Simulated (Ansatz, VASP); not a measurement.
# Cross-check of GaSb between VASP and Ansatz

Wanted: the spread between two codes on one cell, functional and k mesh. The cell is taken from a series of runs on this material, whose earlier steps may have relaxed, scaled, displaced or heated it; both programs get it as it stands.

Method: plane waves, with VASP 6.6.1 beside it; zone-centre phonons at LDA, in Ansatz 0.2.0.

### Step 1. The starting structure

It takes space group F-43m (No. 216, cubic). Conventional cell: a = 6.008 Å, b = 6.008 Å, c = 6.008 Å, α = 90.00°, β = 90.00°, γ = 90.00°. Ga has 4 Sb at 2.60 Å nearest. Nearest to Sb lie 4 Ga at 2.60 Å. Farther neighbours are not listed.

Coordinates:

```cif
data_structure
_symmetry_space_group_name_H-M 'P 1'
_symmetry_Int_Tables_number 1
_cell_length_a 4.2484
_cell_length_b 4.2484
_cell_length_c 4.2484
_cell_angle_alpha 60.000
_cell_angle_beta 60.000
_cell_angle_gamma 60.000
_cell_volume 54.22
loop_
_atom_site_label
_atom_site_type_symbol
_atom_site_fract_x
_atom_site_fract_y
_atom_site_fract_z
_atom_site_occupancy
Ga1 Ga 0.00000 0.00000 0.00000 1
Sb2 Sb 0.75000 0.75000 0.75000 1
```

### Step 2. VASP: zone-centre phonons, LDA, pair 1

Second derivatives magnify differences that forces hide, and they need a tight electronic threshold.

Lines of VASP's logs that name or quote its potential files are left out, and so is its time.

INCAR

```
SYSTEM = GaSb
PREC = Accurate
ENCUT = 500
EDIFF = 1E-08
NELM = 120
ISMEAR = 1
SIGMA = 0.2
LREAL = .FALSE.
ALGO = Normal
GGA = PW92
NBANDS = 15
LORBIT = 11
LWAVE = .FALSE.
LCHARG = .FALSE.
ISIF = 2
IBRION = 8
LASPH = .TRUE.
GGA_COMPAT = .FALSE.
EFERMI = MIDGAP
KPAR = 2
```

POSCAR

```
GaSb
1.0
    0.0000000000      3.0040677654      3.0040677654
    3.0040677654      0.0000000000      3.0040677654
    3.0040677654      3.0040677654      0.0000000000
Ga Sb
1 1
Direct
    0.0000000000      0.0000000000      0.0000000000
    0.7500000000      0.7500000000      0.7500000000
```

KPOINTS

```
Automatic mesh
0
Gamma
12 12 12
0 0 0
```

The projector-augmented-wave data sets are Ga_d and Sb (LDA family, release 64).

Run with:

```
> mpirun -np 2 vasp_std
```

Numbers of over 12 decimals in the logs are rounded to 6 here.

Output:

```text
[banner, memory and clock lines left out]
running    2 mpi-ranks, on    1 nodes
 distrk:  each k-point on    1 cores,    2 groups
 distr:  one band on    1 cores,    1 groups

 POSCAR found type information on POSCAR GaSb
 POSCAR found :  2 types and       2 ions
|                                                                             |
|               ----> ADVICE to this user running VASP <----                  |
|                                                                             |
|     You enforced a specific xc type in the INCAR file but a different       |
|     [... a line on the potential file left out ...]
|     I HOPE YOU KNOW WHAT YOU ARE DOING!                                     |
|                                                                             |

 LDA part: xc-table for (Slater(with rela. corr.)+PW92), standard interpolation
 POSCAR, INCAR and KPOINTS ok, starting setup
 FFT: planning ... GRIDC
 FFT: planning ... GRID_SOFT
 FFT: planning ... GRID
 WAVECAR not read
 entering main loop
       N       E                     dE             d eps       ncg     rms          rms(c)
DAV:   1     0.812724611906E+02    0.81272E+02   -0.85650E+03  2192   0.146E+03
DAV:   2    -0.249072996030E+01   -0.83763E+02   -0.80875E+02  2531   0.305E+02
DAV:   3    -0.868245082188E+01   -0.61917E+01   -0.61689E+01  2559   0.680E+01
DAV:   4    -0.879287420423E+01   -0.11042E+00   -0.11040E+00  2697   0.102E+01
DAV:   5    -0.879556220975E+01   -0.26880E-02   -0.26880E-02  2816   0.139E+00    0.351E+00
DAV:   6    -0.869985910069E+01    0.95703E-01   -0.76941E-02  3228   0.454E+00    0.205E+00
DAV:   7    -0.866103034850E+01    0.38829E-01   -0.56962E-02  2468   0.191E+00    0.296E-01
DAV:   8    -0.866083916516E+01    0.19118E-03   -0.49700E-03  2683   0.874E-01    0.108E-01
DAV:   9    -0.866091179667E+01   -0.72632E-04   -0.35674E-04  2626   0.165E-01    0.414E-02
DAV:  10    -0.866090384201E+01    0.79547E-05   -0.18058E-05  2838   0.361E-02    0.142E-02
DAV:  11    -0.866090595803E+01   -0.21160E-05   -0.43860E-06  2567   0.195E-02    0.548E-03
DAV:  12    -0.866090592001E+01    0.38021E-07   -0.23017E-07  2699   0.347E-03    0.133E-03
DAV:  13    -0.866090592867E+01   -0.86616E-08   -0.22877E-08  2664   0.155E-03
   1 F= -.86609059E+01 E0= -.86610506E+01  d E =0.433970E-03
 Linear response reoptimize wavefunctions to high precision
DAV:   1    -0.866090592878E+01   -0.11551E-09   -0.73904E-10  2179   0.312E-04
DAV:   2    -0.866090592878E+01    0.90949E-12   -0.10798E-10  1633   0.106E-04
 Linear response DOF=           2
 Linear response progress:
  Degree of freedom:   1/  2
       N       E                     dE             d eps       ncg     rms          rms(c)
RMM:   1    -0.168344052153E+00   -0.16834E+00    0.10300E-01 10438   0.861E+00
RMM:   2    -0.166794510154E+00    0.15495E-02   -0.27758E-02 15733   0.137E+00    0.412E-02
RMM:   3    -0.166928078062E+00   -0.13357E-03   -0.36321E-03 16196   0.434E-01    0.276E-02
RMM:   4    -0.166865504978E+00    0.62573E-04   -0.17070E-03 17717   0.210E-01    0.141E-02
RMM:   5    -0.166878705382E+00   -0.13200E-04   -0.33150E-05 17250   0.516E-02    0.497E-03
RMM:   6    -0.166888715954E+00   -0.10011E-04   -0.17229E-05 17344   0.210E-02    0.627E-04
RMM:   7    -0.166877586429E+00    0.11130E-04    0.10602E-05 16981   0.931E-03    0.693E-04
RMM:   8    -0.166881288179E+00   -0.37017E-05   -0.24953E-08 17194   0.419E-03    0.226E-04
RMM:   9    -0.166882696341E+00   -0.14082E-05   -0.31535E-07 16961   0.198E-03    0.811E-05
RMM:  10    -0.166883310357E+00   -0.61402E-06   -0.47009E-07 17510   0.991E-04    0.269E-05
RMM:  11    -0.166883304021E+00    0.63360E-08    0.15177E-07 17461   0.495E-04    0.106E-05
RMM:  12    -0.166883377316E+00   -0.73296E-07    0.40917E-08 17455   0.270E-04    0.707E-06
RMM:  13    -0.166883443622E+00   -0.66305E-07    0.41862E-08 17393   0.158E-04    0.683E-07
RMM:  14    -0.166883435373E+00    0.82490E-08   -0.15695E-08 17524   0.102E-04    0.238E-06
 first order change of Fermi-energy   0.14503E-05
 force on displaced ion       1 direction 1 :  -8.799   0.000   0.000
 Linear response progress:
  Degree of freedom:   2/  2
       N       E                     dE             d eps       ncg     rms          rms(c)
RMM:   1    -0.295382852383E-01   -0.29538E-01   -0.15453E-03 16637   0.145E+00
RMM:   2    -0.265392305579E-01    0.29991E-02   -0.39353E-03 15349   0.412E-01    0.694E-02
RMM:   3    -0.264729390221E-01    0.66292E-04   -0.25595E-04 16890   0.110E-01    0.368E-02
RMM:   4    -0.264976118768E-01   -0.24673E-04   -0.60678E-05 17008   0.464E-02    0.463E-03
RMM:   5    -0.265022690379E-01   -0.46572E-05   -0.93016E-06 17711   0.162E-02    0.300E-03
RMM:   6    -0.264942370230E-01    0.80320E-05   -0.23334E-07 17141   0.509E-03    0.786E-04
RMM:   7    -0.264932728408E-01    0.96418E-06    0.29356E-08 17460   0.151E-03    0.280E-04
RMM:   8    -0.264930085762E-01    0.26426E-06   -0.20380E-08 16949   0.535E-04    0.886E-05
RMM:   9    -0.264929826258E-01    0.25950E-07   -0.71416E-09 17588   0.204E-04    0.242E-05
RMM:  10    -0.264929730862E-01    0.95395E-08    0.67517E-09 16628   0.879E-05    0.758E-06
 first order change of Fermi-energy   0.21710E-03
 force on displaced ion       2 direction 1 :  -8.771   0.000   0.000
 Linear response finished
```

From OUTCAR (step 2):

```text
ion  position               nearest neighbor table
   1  0.000  0.000  0.000-   2 2.60   2 2.60   2 2.60   2 2.60
   2  0.750  0.750  0.750-   1 2.60   1 2.60   1 2.60   1 2.60

  LATTYP: Found a face centered cubic cell.
 ALAT       =     6.0081355308

 Subroutine GETGRP returns: Found 24 space group operations
 (whereof 24 operations were pure point group operations)

The static configuration has the point symmetry T_d .

 Found     72 irreducible k-points:

   k-points           NKPTS =     72   k-points in BZ     NKDIM =     72   number of bands    NBANDS=     15

   dimension x,y,z NGX =    32 NGY =   32 NGZ =   32
   dimension x,y,z NGXF=    64 NGYF=   64 NGZF=   64

   ENCUT  =  500.0 eV  36.75 Ry    6.06 a.u.   7.75  7.75  7.75*2*pi/ulx,y,z

   NELECT =      18.0000    total number of electrons

 k-points in reciprocal lattice and weights: Automatic mesh
   0.00000000  0.00000000  0.00000000       0.001
   0.08333333  0.00000000  0.00000000       0.005
   0.16666667  0.00000000  0.00000000       0.005
   0.25000000  0.00000000  0.00000000       0.005
   0.33333333  0.00000000  0.00000000       0.005
   0.41666667  0.00000000  0.00000000       0.005
   0.50000000  0.00000000  0.00000000       0.002
   0.08333333  0.08333333  0.00000000       0.003
   0.16666667  0.08333333  0.00000000       0.014
[...]
-0.33333333  0.50000000  0.16666667       0.007
  -0.25000000  0.50000000  0.25000000       0.003

 average (electrostatic) potential at core
       1 -66.4107       2 -88.1517

  Total        0.4650147      0.4650147      0.4650147      0.0000000      0.0000000     -0.0000000
  in kB       13.7409919     13.7409919     13.7409919      0.0000000      0.0000000     -0.0000000
  external PRESSURE =      13.7409919 kB  Pullay stress =       0.0000000 kB

  energy-cutoff  :      500.00
  volume of cell :       54.22
      direct lattice vectors                 reciprocal lattice vectors
     0.000000000  3.004067765  3.004067765    -0.166440986  0.166440986  0.166440986
     3.004067765  0.000000000  3.004067765     0.166440986 -0.166440986  0.166440986
     3.004067765  3.004067765  0.000000000     0.166440986  0.166440986 -0.166440986

 POSITION                                       TOTAL-FORCE (eV/Angst)
 -----------------------------------------------------------------------------------
      0.00000      0.00000      0.00000         0.000000      0.000000      0.000000
      4.50610      4.50610      4.50610        -0.000000     -0.000000     -0.000000
 -----------------------------------------------------------------------------------
    total drift:                               -0.000001     -0.000001     -0.000001

 Eigenvectors and eigenvalues of the dynamical matrix
 ----------------------------------------------------

   1 f  =    6.960730 THz    43.735557 2PiTHz  232.184964 cm-1    28.787254 meV
             X         Y         Z           dx          dy          dz
      0.000000  0.000000  0.000000    -0.797872    0.000000   -0.000000
      4.506102  4.506102  4.506102     0.602826    0.000000   -0.000000

   2 f  =    6.960730 THz    43.735557 2PiTHz  232.184964 cm-1    28.787254 meV
             X         Y         Z           dx          dy          dz
      0.000000  0.000000  0.000000     0.000000    0.797872    0.000000
      4.506102  4.506102  4.506102    -0.000000   -0.602826   -0.000000

   3 f  =    6.960730 THz    43.735557 2PiTHz  232.184964 cm-1    28.787254 meV
             X         Y         Z           dx          dy          dz
      0.000000  0.000000  0.000000     0.000000    0.000000    0.797872
      4.506102  4.506102  4.506102     0.000000    0.000000   -0.602826

   4 f/i=    0.005358 THz     0.033665 2PiTHz    0.178723 cm-1     0.022159 meV
             X         Y         Z           dx          dy          dz
      0.000000  0.000000  0.000000     0.032798    0.204852   -0.566003
      4.506102  4.506102  4.506102     0.043409    0.271133   -0.749135

   5 f/i=    0.005358 THz     0.033665 2PiTHz    0.178723 cm-1     0.022159 meV
             X         Y         Z           dx          dy          dz
      0.000000  0.000000  0.000000    -0.596451   -0.065272   -0.058186
      4.506102  4.506102  4.506102    -0.789434   -0.086391   -0.077012

   6 f/i=    0.005358 THz     0.033665 2PiTHz    0.178723 cm-1     0.022159 meV
             X         Y         Z           dx          dy          dz
      0.000000  0.000000  0.000000    -0.081058    0.563183    0.199134
      4.506102  4.506102  4.506102    -0.107284    0.745402    0.263565

 ELASTIC MODULI CONTR FROM IONIC RELAXATION (kBar)
 Direction    XX          YY          ZZ          XY          YZ          ZX
 --------------------------------------------------------------------------------
 XX          -0.0000      0.0000      0.0000     -0.0000      0.0000     -0.0000
 YY           0.0000     -0.0000     -0.0000     -0.0000     -0.0000      0.0000
 ZZ           0.0000     -0.0000     -0.0000      0.0000     -0.0000     -0.0000
 XY          -0.0000     -0.0000      0.0000   -213.7442      0.0000      0.0000
 YZ           0.0000     -0.0000     -0.0000      0.0000   -213.7442      0.0000
 ZX          -0.0000      0.0000     -0.0000      0.0000      0.0000   -213.7442
 --------------------------------------------------------------------------------
```

Methfessel-Paxton smearing is not meant for a cell with a gap.

### Step 3. Ansatz: zone-centre phonons, LDA, pair 1

Ansatz runs on its PAW soft_1 files.

The same cell, functional (in two slightly different forms), mesh and smearing now go to Ansatz, which takes its cutoff from its data sets.

input.yaml

```yaml
crystal:
  lattice:
    - [0.0, 3.0040677654, 3.0040677654]
    - [3.0040677654, 0.0, 3.0040677654]
    - [3.0040677654, 3.0040677654, 0.0]
  atoms:
    - { symbol: Ga, position: [0.0, 0.0, 0.0] }
    - { symbol: Sb, position: [0.75, 0.75, 0.75] }
kpoints:
  mp_grid: { grid: [12, 12, 12] }
hamiltonian:
  xc: lda
  pseudopotentials: { kind: paw, azcp: { folder: soft_1 }, xc_functional: pbe }
scf:
  occupations: { method: methfessel_paxton, width: 0.2 }
output:
  eigenvalues: true
phonons:
  method: dfpt
```

Run with:

```
> ansatz run input.yaml --threads 4 --pin off --max-ram 10240MiB --backend cpu --events-out ev --progress --plain --runs-dir out
```

Output:

```text
zone centre: on kpoints.mp_grid the ground state, and the responses unless they are solved on pairs of k-points, stand on 163 of the mesh's 1728 k-points, reduced under 8 symmetry operations, with k and −k counted as one. Each operation leaves every solved displacement unchanged or reverses it
Engine: ansatz 0.2.0, aarch64-unknown-linux-gnu
Pseudopotentials: kind: paw
Pseudopotential: Ga, paw, valence charge 13, recommended cutoff 420 eV (normal), soft_1/Ga.paw.azcp
Pseudopotential: Sb, paw, valence charge 15, recommended cutoff 420 eV (normal), soft_1/Sb.paw.azcp
Functional definition: SPW92
  exchange = slater_x
  correlation = pw_c
Crystal: 2 atoms, lattice volume = 54.220 Å³
Basis set: ecut = 420 eV, 1067 PW (Γ), exchange–correlation on 60×60×60 points (8 copies of the dense FFT grid, shifted against one another)
Bands: 18, of which v1, the nominal top of the filled ones, is band 14 counted from 1 (13 counted from 0)
Symmetry: 24 space group operations
k-points: 163 of 1728 (irreducible under 8 space group operations, time reversal used)
Non-local potential: Ga, projectors of the file, l = 0: 2, l = 1: 2, l = 2: 3, l = 3: 1
Non-local potential: Sb, projectors of the file, l = 0: 2, l = 1: 2, l = 2: 2, l = 3: 1
PAW form: soft (Blöchl's): semilocal exchange-correlation on the pseudo side does not see the compensation charge
PAW frozen core: Ga, regenerated for the run's functional, and the local potential with it (the file was generated under x = pbe(κ = 0.804, μ = 0.219515), c = pbe(β = 0.066725))
PAW frozen core: Sb, regenerated for the run's functional, and the local potential with it (the file was generated under x = pbe(κ = 0.804, μ = 0.219515), c = pbe(β = 0.066725))
PAW one-centre angular grid: Ga, 590 points (default); XC on 64 Gauss nodes
PAW one-centre angular grid: Sb, 590 points (default); XC on 64 Gauss nodes
Initial density: superposition of atomic densities (chi_scale 0.1, normalization cell, long waves kept (reshape's long-wave potential 0.00 eV rms))
Initial wavefunctions: pseudopotential atomic-orbital guess
Functional: x = slater, c = lda
SCF iter   1: F=—  HF=-10043.249283 eV  |F-HF|=—  |Δ(HF+E_count)|=         —  Δρ=3.21e-2  dr2=4.65e-1  ethr=3.10e-3  ⟨swp⟩=5.6  Hψ=15040  notcnv=0
preconditioner: auto → none  [insulator: Δε(μ)=0.154 eV  Ē_g=15.051 eV  σ=0.200 eV  W_gap=0.59  n_scr=14 (ndim 8)  ℏωp=21.4 eV  f_vac=0.003  D(μ)=0.03/eV (n_scr^D=0)  ε∞_Penn≈3.0]
SCF iter   2: F=—  HF=-10043.131197 eV  |F-HF|=—  |Δ(HF+E_count)|=   1.18e-1  S|Δr|=    0.00e0  Δρ=1.43e-2  dr2=7.00e-2  ethr=1.66e-3  ⟨swp⟩=2.0  Hψ=4884  notcnv=0
SCF iter   3: F=—  HF=-10043.123159 eV  |F-HF|=—  |Δ(HF+E_count)|=   8.04e-3  S|Δr|=    0.00e0  Δρ=5.10e-3  dr2=1.23e-2  ethr=2.50e-4  ⟨swp⟩=2.0  Hψ=5014  notcnv=0
SCF iter   4: F=—  HF=-10043.117932 eV  |F-HF|=—  |Δ(HF+E_count)|=   5.23e-3  S|Δr|=    0.00e0  Δρ=9.56e-4  dr2=2.74e-4  ethr=4.40e-5  ⟨swp⟩=2.0  Hψ=4402  notcnv=0
SCF iter   5: F=—  HF=-10043.117852 eV  |F-HF|=—  |Δ(HF+E_count)|=   7.95e-5  S|Δr|=    0.00e0  Δρ=4.52e-4  dr2=3.53e-5  ethr=9.80e-7  ⟨swp⟩=2.0  Hψ=4402  notcnv=0
SCF iter   6: F=—  HF=-10043.117847 eV  |F-HF|=—  |Δ(HF+E_count)|=   4.91e-6  S|Δr|=    0.00e0  Δρ=2.08e-5  dr2=1.68e-7  ethr=1.26e-7  ⟨swp⟩=2.0  Hψ=4576  notcnv=0
SCF iter   7: F=—  HF=-10043.117848 eV  |F-HF|=—  |Δ(HF+E_count)|=   6.96e-7  S|Δr|=    0.00e0  Δρ=4.89e-6  dr2=8.29e-9  ethr=5.99e-10  ⟨swp⟩=2.0  Hψ=5219  notcnv=0
SCF iter   8: F=—  HF=-10043.117848 eV  |F-HF|=—  |Δ(HF+E_count)|=   2.08e-9  S|Δr|=    0.00e0  Δρ=1.03e-6  dr2=3.46e-10  ethr=2.96e-11  ⟨swp⟩=2.0  Hψ=4308  notcnv=0
SCF iter   9: F=-10043.117848 eV  HF=-10043.117848 eV  |F-HF|=1.09e-11  |Δ(HF+E_count)|=  1.96e-10  S|Δr|=    0.00e0  Δρ=1.61e-7  dr2=5.56e-12  ethr=1.00e-12  ⟨swp⟩=5.0  Hψ=16295  notcnv=0
SCF 1 converged in 9 iterations: F = -10043.117848 eV  dr2 = 5.56e-12
  greatest PAW one-centre occupation: 0.996 electrons in one spin orbital (limit 2), on the Sb atom at site 1 (counted from 0), in its partial waves of l = 2
DFPT response loops at Γ: preconditioner auto → Kerker (q_TF=auto, 2.444 Å⁻¹) (partly filled bands, converged f_vac=0.065); β = 1.00, the filter's whole step (`scf.mixing.beta` (0.50) is not read by the response loops under this deck's `scf.mixing.preconditioner`; to damp them name `kerker` or `kerker_dos`, under which they read `scf.mixing.beta`, and type it under 1.00, their step now; both keys bind the ground state too); Broyden in place of MSR1
SCF converged after 9 iterations
Stability not checked: this state was not tested for a lower state beside it, because cold or Methfessel-Paxton smearing, or corrected tetrahedra, fill the levels in a way that the test cannot read (fill_not_monotonic; see scf.lower_state_search)
Free energy (F): -10043.117848 eV
Harris-Foulkes:  -10043.117848 eV  (|F-HF|=1.09e-11)
Internal energy: -10043.118283 eV  (E = F + TS)
E sigma→0 (E₀):  -10043.117957 eV
Entropy (-TS):   0.000435 eV (0.217 meV/atom)
Fermi energy:    8.293826 eV
Step filling:    the computed levels leave a gap of 0.2177 eV = 1.1 smearing widths at the electron count; against every level under it full and every level over it empty, smearing changes F+E_penalty+E_count by +0.183 meV and its σ→0 estimate by +0.074 meV
--- Per-component energies (eV) ---
  E_band       = -250.323536
  E_kinetic    = 278.390055
  E_local      = -3315.352088  (includes V_loc(G=0)·N_el)
  E_nonlocal   = 303.245011
  E_hartree    = 1701.451792
  E_xc         = -161.824434
  E_vxc        = -148.011567  (∫ρ·V_xc dr)
  E_paw        = -6311.793017  (= ΣΔE_a)
  E_vpaw       = -771.498341  (= ΣTr[D̂ρ^β])
  E_aug_tail   = -0.000074  (compensation charges beyond the density's cutoff)
  E_ewald      = -2539.522820
  E_core_change = 2.287292  (= ΣΔE_core)
  E_smearing   = 0.000435  (= −TS)
  E_closure    = 0.000000  (closes the sum)
  Σ components = -10043.117848   (vs F -10043.117848, Δ=0.00e0)
--- Band table (eV; the first three rows and the last of 163) ---
  k-point 0: bands = [... 10 lower, -3.6959, 8.2284, 8.2284, 8.2284, 8.4461, 10.9902, 10.9902, 10.9902]
  k-point 1: bands = [... 10 lower, -3.6197, 6.9298, 8.0929, 8.0929, 9.2424, 11.1730, 11.1730, 11.2765]
  k-point 2: bands = [... 10 lower, -3.3954, 5.4511, 7.7905, 7.7905, 9.2968, 11.5683, 11.5683, 12.2671]
  k-point 162: bands = [... 10 lower, -0.9953, 1.2870, 4.6189, 4.8467, 12.0483, 12.5202, 12.7087, 12.9526]
--- Phonons (Γ-DFPT): 2 representative perturbations + reference, on 163 of 1728 k-points (Σ response iterations 6) ---
  k mesh reduced under 8 symmetry operations, with k and −k counted as one. Each operation leaves every solved displacement unchanged or reverses it
  ASR residual: 2.710e-4 → 0.000e0 eV/Å²; symmetrization residual: 5.485e-7 eV/Å²
  ASR residual per site (eV/Å²): 2.71e-4 3.88e-5
  Γ frequencies (cm⁻¹): 0.00 0.00 0.00 230.10 230.10 230.10
  non-analytic LO–TO correction: not included (Born effective charges unavailable; polar crystals: no LO–TO splitting at Γ)
```

Reading the cycles: dr2 is the Hartree energy of the density residual (eV), the measure of convergence; HF is the Harris–Foulkes estimate of the energy, which meets the free energy F at convergence.

### Step 4. Differences

Known differences besides the potentials themselves: the data sets hold 28 valence electrons in Ansatz (on its PAW soft_1 files) and 18 in VASP; the cutoff is 420 eV in Ansatz and 500 eV in VASP; VASP's log shows a relativistic correction to its local exchange, Ansatz's none. Total energies have different zeros and are not compared.

The two programs side by side:

| quantity | Ansatz | VASP | difference |
| --- | --- | --- | --- |
| optical mode 1 to 3 (cm⁻¹) | 230.1 | 232.2 | -0.90 % |

Modes are paired by rising frequency, not by their patterns, so a pair may set unlike modes beside each other; they are those without the splitting of longitudinal modes.

(Part 1 of 2 ends here.)

[Lines on the potential files, build, host, timing and source positions are cut from VASP's logs without a mark.]

[Logs are printed without paths, hosts, clocks, repeated set-up lines and the standing remarks that a program may print on its own settings, such as how far it seeks lower states.]

[Hosts, paths, dates, database ids (printed as entryN), source tags and the programs' standing remarks are cut or masked in the printed files.]
